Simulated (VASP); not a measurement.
Input:

```
CELL_PARAMETERS angstrom
     -1.65040     1.65040     1.65040
      1.65040    -1.65040     1.65040
      1.65040     1.65040    -1.65040
ATOMIC_POSITIONS crystal
  Ta 0.00000 0.00000 0.00000
```

Calculation: rev-vdW-DF2, VASP's PBE PAW potentials (set 64) (plane waves; VASP). Run with 520 eV cut-off, Gaussian smearing of 0.050 eV, potentials Ta_pv.

### Question
Give the energies of bands 4 to 8 at the high-symmetry points, in eV from the Fermi level.

### Answer

| band | Γ | H | N | P |
|---|---|---|---|---|
| 4 | -7.89 | -3.79 | -4.37 | -1.21 |
| 5 | 0.72 | -3.79 | -1.55 | -1.21 |
| 6 | 0.72 | 6.82 | 1.67 | -1.21 |
| 7 | 0.72 | 6.82 | 3.87 | 5.06 |
| 8 | 4.00 | 6.82 | 4.89 | 5.06 |

It has no gap at this level: it comes out as a metal or semimetal.

The compound is Ta in the bcc structure. It was relaxed first.
